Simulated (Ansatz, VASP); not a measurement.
**TaN in two plane-wave programs**

Wanted: the spread between two codes on one cell, functional and k mesh. The cell is taken from a series of runs on this material, whose earlier steps may have relaxed, scaled, displaced or heated it; both programs get it as it stands.

Method: plane waves, with VASP 6.6.1 beside it; zone-centre phonons at LDA, in Ansatz 0.2.0.

**1. The structure**

Symmetry: P-6m2, No. 187, hexagonal system. Conventional cell: a = 2.924 Å, b = 2.924 Å, c = 2.766 Å, α = 90.00°, β = 90.00°, γ = 120.00°. N has 6 Ta at 2.18 Å nearest. Ta has 6 N at 2.18 Å nearest. Farther neighbours and most contacts between anions are not listed.

**2. VASP: zone-centre phonons, LDA**

Second derivatives magnify differences that forces hide, and they need a tight electronic threshold.

Lines of VASP's logs that name or quote its potential files are left out, and so is its time.

Contents of INCAR:

```
SYSTEM = TaN
PREC = Accurate
ENCUT = 600
EDIFF = 1E-08
NELM = 120
ISMEAR = 1
SIGMA = 0.2
LREAL = .FALSE.
ALGO = Normal
GGA = CA
NBANDS = 14
LASPH = .TRUE.
LORBIT = 11
LWAVE = .FALSE.
LCHARG = .FALSE.
ISIF = 2
IBRION = 8
GGA_COMPAT = .FALSE.
KPAR = 2
```

Contents of POSCAR:

```
TaN
1.0
    2.9235925841      0.0000000000      0.0000000000
   -1.4617962921      2.5319054481      0.0000000000
    0.0000000000      0.0000000000      2.7661438534
N Ta
1 1
Direct
    0.6666666656      0.3333333344      0.0000000000
    0.0000000011      0.9999999989      0.5000000000
```

Contents of KPOINTS:

```
Automatic mesh
0
Gamma
18 18 16
0 0 0
```

PAW data sets: N and Ta_pv (LDA family, release 64).

Started as:

```bash
$ mpirun -np 2 vasp_std
```

Numbers of over 12 decimals in the logs are rounded to 6 here.

The program printed:

```text
[banner, memory and clock lines left out]
running    2 mpi-ranks, on    1 nodes
 distrk:  each k-point on    1 cores,    2 groups
 distr:  one band on    1 cores,    1 groups

 POSCAR found type information on POSCAR N Ta
 POSCAR found :  2 types and       2 ions
 LDA part: xc-table for (Slater(with rela. corr.)+CA(PZ))
 , standard interpolation
 POSCAR, INCAR and KPOINTS ok, starting setup
 FFT: planning ... GRIDC
 FFT: planning ... GRID_SOFT
 FFT: planning ... GRID
 WAVECAR not read
 entering main loop
       N       E                     dE             d eps       ncg     rms          rms(c)
DAV:   1     0.100433558562E+03    0.10043E+03   -0.98807E+03  9340   0.134E+03
DAV:   2    -0.238660060768E+02   -0.12430E+03   -0.11778E+03 11310   0.335E+02
DAV:   3    -0.271712919919E+02   -0.33053E+01   -0.32868E+01 10674   0.513E+01
DAV:   4    -0.271867134922E+02   -0.15422E-01   -0.15418E-01 11394   0.382E+00
DAV:   5    -0.271868202332E+02   -0.10674E-03   -0.10674E-03 10932   0.298E-01    0.261E+01
DAV:   6    -0.247927971998E+02    0.23940E+01   -0.44998E+00 10218   0.252E+01    0.112E+01
DAV:   7    -0.246970883900E+02    0.95709E-01   -0.36878E-01 12474   0.565E+00    0.759E+00
DAV:   8    -0.246652416833E+02    0.31847E-01   -0.13640E-01 12282   0.318E+00    0.147E+00
DAV:   9    -0.246599349383E+02    0.53067E-02   -0.10952E-02 10344   0.872E-01    0.167E-01
DAV:  10    -0.246597580320E+02    0.17691E-03   -0.71459E-04 11928   0.311E-01    0.120E-01
DAV:  11    -0.246597237850E+02    0.34247E-04   -0.64351E-05 10458   0.739E-02    0.159E-02
DAV:  12    -0.246597239500E+02   -0.16496E-06   -0.30700E-06 11838   0.159E-02    0.267E-03
DAV:  13    -0.246597239170E+02    0.33015E-07   -0.16532E-07 10932   0.343E-03    0.184E-03
DAV:  14    -0.246597239077E+02    0.92614E-08   -0.27205E-08 11256   0.154E-03
   1 F= -.24659724E+02 E0= -.24660042E+02  d E =0.955483E-03
 Linear response reoptimize wavefunctions to high precision
DAV:   1    -0.246597239075E+02    0.25807E-09   -0.37071E-10  7554   0.199E-04
DAV:   2    -0.246597239075E+02   -0.90949E-12   -0.14012E-11  6468   0.462E-05
 Linear response DOF=           4
 Linear response progress:
  Degree of freedom:   1/  4
       N       E                     dE             d eps       ncg     rms          rms(c)
RMM:   1    -0.231111078510E+00   -0.23111E+00    0.11994E-01 93027   0.292E+00
RMM:   2    -0.225142402748E+00    0.59687E-02   -0.38128E-03 70404   0.490E-01    0.200E-01
RMM:   3    -0.225980197982E+00   -0.83780E-03   -0.75927E-04 67345   0.182E-01    0.109E-01
RMM:   4    -0.227256388433E+00   -0.12762E-02   -0.39149E-04 68115   0.126E-01    0.290E-02
RMM:   5    -0.227324478858E+00   -0.68090E-04   -0.12030E-05 78140   0.267E-02    0.301E-03
RMM:   6    -0.227329855128E+00   -0.53763E-05   -0.91738E-07 77325   0.573E-03    0.719E-04
RMM:   7    -0.227321957600E+00    0.78975E-05   -0.15520E-07 78286   0.171E-03    0.316E-04
RMM:   8    -0.227323546037E+00   -0.15884E-05   -0.50052E-08 78762   0.502E-04    0.944E-05
RMM:   9    -0.227323027173E+00    0.51886E-06    0.33444E-08 76489   0.183E-04    0.185E-05
RMM:  10    -0.227322935804E+00    0.91369E-07   -0.24999E-08 83965   0.625E-05    0.825E-06
RMM:  11    -0.227322998677E+00   -0.62874E-07   -0.63253E-09 78715   0.265E-05    0.269E-06
RMM:  12    -0.227323022971E+00   -0.24293E-07   -0.94779E-10 78256   0.158E-05    0.206E-06
RMM:  13    -0.227323008874E+00    0.14097E-07   -0.27121E-09 58930   0.125E-05    0.503E-07
RMM:  14    -0.227323008766E+00    0.10785E-09   -0.25254E-09 38807   0.114E-05    0.798E-07
 first order change of Fermi-energy  -0.43867E-06
 force on displaced ion       1 direction 1 : -15.415   0.001   0.000
 Linear response progress:
  Degree of freedom:   2/  4
       N       E                     dE             d eps       ncg     rms          rms(c)
RMM:   1    -0.233996802393E+00   -0.23400E+00    0.14478E-01 31661   0.298E+00
RMM:   2    -0.228475383110E+00    0.55214E-02   -0.43074E-03 25218   0.505E-01    0.160E-01
RMM:   3    -0.229329462680E+00   -0.85408E-03   -0.98748E-04 24034   0.192E-01    0.820E-02
RMM:   4    -0.230682653931E+00   -0.13532E-02   -0.46956E-04 24350   0.130E-01    0.219E-02
RMM:   5    -0.230809615447E+00   -0.12696E-03   -0.18163E-05 26479   0.327E-02    0.383E-03
RMM:   6    -0.230813876717E+00   -0.42613E-05   -0.12352E-06 26899   0.784E-03    0.892E-04
RMM:   7    -0.230806412836E+00    0.74639E-05   -0.11514E-07 26016   0.212E-03    0.294E-04
RMM:   8    -0.230808459881E+00   -0.20470E-05    0.17988E-08 27458   0.632E-04    0.878E-05
RMM:   9    -0.230808794346E+00   -0.33446E-06   -0.19638E-08 26894   0.202E-04    0.203E-05
RMM:  10    -0.230808577344E+00    0.21700E-06    0.12135E-08 28184   0.703E-05    0.539E-06
RMM:  11    -0.230808630389E+00   -0.53045E-07   -0.68172E-09 26865   0.271E-05    0.857E-07
RMM:  12    -0.230808642192E+00   -0.11803E-07   -0.25495E-09 27108   0.151E-05    0.331E-07
RMM:  13    -0.230808640567E+00    0.16251E-08   -0.16381E-08 16266   0.114E-05    0.105E-07
 first order change of Fermi-energy   0.25888E-03
 force on displaced ion       1 direction 3 :   0.000  -0.000 -18.112
 Linear response progress:
  Degree of freedom:   3/  4
       N       E                     dE             d eps       ncg     rms          rms(c)
RMM:   1    -0.132657673289E+00   -0.13266E+00    0.11441E+01 42099   0.245E+01
RMM:   2    -0.161560530794E+00   -0.28903E-01   -0.26370E-02 63721   0.148E+00    0.192E-01
RMM:   3    -0.160383142139E+00    0.11774E-02   -0.27444E-03 74184   0.350E-01    0.109E-01
RMM:   4    -0.159623676771E+00    0.75947E-03   -0.28923E-04 82348   0.113E-01    0.415E-02
RMM:   5    -0.159350427895E+00    0.27325E-03   -0.89779E-05 84295   0.322E-02    0.712E-03
RMM:   6    -0.159355852889E+00   -0.54250E-05   -0.97301E-05 79462   0.132E-02    0.128E-03
RMM:   7    -0.159356125566E+00   -0.27268E-06   -0.52781E-05 86533   0.424E-03    0.357E-04
RMM:   8    -0.159359218438E+00   -0.30929E-05   -0.30201E-05 93524   0.162E-03    0.155E-04
RMM:   9    -0.159360268679E+00   -0.10502E-05   -0.15436E-05 80741   0.688E-04    0.405E-05
RMM:  10    -0.159360669763E+00   -0.40108E-06   -0.74666E-06 90878   0.325E-04    0.222E-05
RMM:  11    -0.159360831354E+00   -0.16159E-06   -0.37438E-06 91963   0.148E-04    0.480E-06
RMM:  12    -0.159360787115E+00    0.44239E-07   -0.21195E-06 82046   0.860E-05    0.346E-06
RMM:  13    -0.159360791788E+00   -0.46724E-08   -0.11479E-06 89525   0.500E-05    0.458E-06
RMM:  14    -0.159360808809E+00   -0.17022E-07   -0.67207E-07 68505   0.330E-05    0.449E-06
RMM:  15    -0.159360818481E+00   -0.96718E-08   -0.36313E-07 68317   0.243E-05    0.410E-06
 first order change of Fermi-energy  -0.93194E-05
 force on displaced ion       2 direction 1 : -15.419   0.001   0.000
 Linear response progress:
  Degree of freedom:   4/  4
       N       E                     dE             d eps       ncg     rms          rms(c)
RMM:   1    -0.142380939739E+00   -0.14238E+00    0.10329E+01 15056   0.239E+01
RMM:   2    -0.171238285172E+00   -0.28857E-01   -0.27149E-02 21908   0.145E+00    0.143E-01
RMM:   3    -0.170596945494E+00    0.64134E-03   -0.22541E-03 25765   0.313E-01    0.757E-02
RMM:   4    -0.170131295251E+00    0.46565E-03   -0.19684E-04 27435   0.980E-02    0.246E-02
RMM:   5    -0.170002702647E+00    0.12859E-03   -0.40365E-05 28590   0.291E-02    0.661E-03
RMM:   6    -0.169987105341E+00    0.15597E-04   -0.52016E-05 27230   0.111E-02    0.886E-04
RMM:   7    -0.169989147286E+00   -0.20419E-05   -0.31725E-05 29236   0.347E-03    0.318E-04
RMM:   8    -0.169991864519E+00   -0.27172E-05   -0.19056E-05 30021   0.140E-03    0.105E-04
RMM:   9    -0.169992657695E+00   -0.79318E-06   -0.10195E-05 28506   0.593E-04    0.489E-05
RMM:  10    -0.169993183363E+00   -0.52567E-06   -0.53497E-06 27487   0.356E-04    0.153E-05
RMM:  11    -0.169993276212E+00   -0.92849E-07   -0.29385E-06 31780   0.170E-04    0.277E-06
RMM:  12    -0.169993296111E+00   -0.19899E-07   -0.16513E-06 30816   0.945E-05    0.241E-06
RMM:  13    -0.169993263791E+00    0.32319E-07   -0.10081E-06 27703   0.606E-05    0.594E-06
RMM:  14    -0.169993283700E+00   -0.19909E-07   -0.57941E-07 24426   0.410E-05    0.548E-06
RMM:  15    -0.169993341731E+00   -0.58031E-07   -0.36340E-07 26756   0.343E-05    0.217E-06
RMM:  16    -0.169993348188E+00   -0.64566E-08   -0.19920E-07 27325   0.232E-05    0.210E-06
RMM:  17    -0.169993367891E+00   -0.19703E-07   -0.13208E-07 26364   0.199E-05    0.105E-06
RMM:  18    -0.169993383530E+00   -0.15640E-07   -0.74983E-08 26766   0.174E-05    0.166E-07
RMM:  19    -0.169993385689E+00   -0.21591E-08   -0.50387E-08 15484   0.148E-05    0.118E-07
 first order change of Fermi-energy  -0.13293E-02
 force on displaced ion       2 direction 3 :  -0.000  -0.000 -18.118
 Linear response finished
```

Parts of OUTCAR (step 2):

```text
ion  position               nearest neighbor table
   1  0.667  0.333  0.000-   2 2.18   2 2.18   2 2.18   2 2.18   2 2.18   2 2.18
   2  0.000  1.000  0.500-   1 2.18   1 2.18   1 2.18   1 2.18   1 2.18   1 2.18

  LATTYP: Found a hexagonal cell.
 ALAT       =     2.9235925841
 C/A-ratio  =     0.9461454610

 Subroutine GETGRP returns: Found 12 space group operations
 (whereof 12 operations were pure point group operations)

The static configuration has the point symmetry D_3h.

 Found    333 irreducible k-points:

   k-points           NKPTS =    333   k-points in BZ     NKDIM =    333   number of bands    NBANDS=     14

   dimension x,y,z NGX =    24 NGY =   24 NGZ =   24
   dimension x,y,z NGXF=    48 NGYF=   48 NGZF=   48

   ENCUT  =  600.0 eV  44.10 Ry    6.64 a.u.   5.84  5.84  5.52*2*pi/ulx,y,z

   NELECT =      16.0000    total number of electrons

 k-points in reciprocal lattice and weights: Automatic mesh
   0.00000000  0.00000000  0.00000000       0.000
   0.05555556  0.00000000  0.00000000       0.001
   0.11111111  0.00000000  0.00000000       0.001
   0.16666667  0.00000000  0.00000000       0.001
   0.22222222  0.00000000  0.00000000       0.001
   0.27777778  0.00000000  0.00000000       0.001
   0.33333333  0.00000000  0.00000000       0.001
   0.38888889  0.00000000  0.00000000       0.001
   0.44444444  0.00000000  0.00000000       0.001
[...]
0.33333333  0.27777778  0.50000000       0.002
   0.33333333  0.33333333  0.50000000       0.000

 average (electrostatic) potential at core
       1 -60.9187       2 -34.7124

  Total        0.2626458      0.2626458      3.7363226     -0.0000000      0.0000000      0.0000000
  in kB       20.5514264     20.5514264    292.3585845     -0.0000000      0.0000000      0.0000000
  external PRESSURE =     111.1538124 kB  Pullay stress =       0.0000000 kB

  energy-cutoff  :      600.00
  volume of cell :       20.48
      direct lattice vectors                 reciprocal lattice vectors
     2.923592584  0.000000000  0.000000000     0.342044923  0.197479728  0.000000000
    -1.461796292  2.531905448  0.000000000     0.000000000  0.394959457  0.000000000
     0.000000000  0.000000000  2.766143853     0.000000000  0.000000000  0.361514098

 POSITION                                       TOTAL-FORCE (eV/Angst)
 -----------------------------------------------------------------------------------
      1.46180      0.84397      0.00000        -0.000000      0.000000      0.000000
     -1.46180      2.53191      1.38307         0.000000     -0.000000      0.000000
 -----------------------------------------------------------------------------------
    total drift:                                0.000002     -0.000001      0.000000

 Eigenvectors and eigenvalues of the dynamical matrix
 ----------------------------------------------------

   1 f  =   18.456180 THz   115.963597 2PiTHz  615.631889 cm-1    76.328592 meV
             X         Y         Z           dx          dy          dz
      1.461796  0.843968  0.000000     0.000000    0.000000    0.963410
     -1.461796  2.531905  1.383072     0.000000    0.000000   -0.268032

   2 f  =   17.026806 THz   106.982575 2PiTHz  567.953100 cm-1    70.417178 meV
             X         Y         Z           dx          dy          dz
      1.461796  0.843968  0.000000     0.883027   -0.385262    0.000000
     -1.461796  2.531905  1.383072    -0.245661    0.107181    0.000000

   3 f  =   17.026806 THz   106.982575 2PiTHz  567.953100 cm-1    70.417178 meV
             X         Y         Z           dx          dy          dz
      1.461796  0.843968  0.000000    -0.385262   -0.883027    0.000000
     -1.461796  2.531905  1.383072     0.107181    0.245661    0.000000

   4 f/i=    0.000610 THz     0.003836 2PiTHz    0.020363 cm-1     0.002525 meV
             X         Y         Z           dx          dy          dz
      1.461796  0.843968  0.000000     0.020096    0.267270    0.000000
     -1.461796  2.531905  1.383072     0.072235    0.960700    0.000000

   5 f/i=    0.000610 THz     0.003836 2PiTHz    0.020363 cm-1     0.002525 meV
             X         Y         Z           dx          dy          dz
      1.461796  0.843968  0.000000    -0.267270    0.020096    0.000000
     -1.461796  2.531905  1.383072    -0.960700    0.072235    0.000000

   6 f/i=    0.000797 THz     0.005008 2PiTHz    0.026585 cm-1     0.003296 meV
             X         Y         Z           dx          dy          dz
      1.461796  0.843968  0.000000     0.000000    0.000000   -0.268032
     -1.461796  2.531905  1.383072     0.000000    0.000000   -0.963410

 ELASTIC MODULI CONTR FROM IONIC RELAXATION (kBar)
 Direction    XX          YY          ZZ          XY          YZ          ZX
 --------------------------------------------------------------------------------
 XX         -83.8226     83.8226     -0.0000      0.0000      0.0000      0.0000
 YY          83.8226    -83.8226     -0.0000      0.0000      0.0000      0.0000
 ZZ          -0.0000     -0.0000     -0.0000      0.0000      0.0000      0.0000
 XY           0.0000      0.0000      0.0000    -83.8226      0.0000      0.0000
 YZ           0.0000      0.0000      0.0000      0.0000      0.0000      0.0000
 ZX           0.0000      0.0000      0.0000      0.0000      0.0000     -0.0000
 --------------------------------------------------------------------------------
```

(Continued in part 2 of 2.)

[Lines on the potential files, build, host, timing and source positions are cut from VASP's logs without a mark.]

[Logs are printed without paths, hosts, clocks, repeated set-up lines and the standing remarks that a program may print on its own settings, such as how far it seeks lower states.]

[Hosts, paths, dates, database ids (printed as entryN), source tags and the programs' standing remarks are cut or masked in the printed files.]
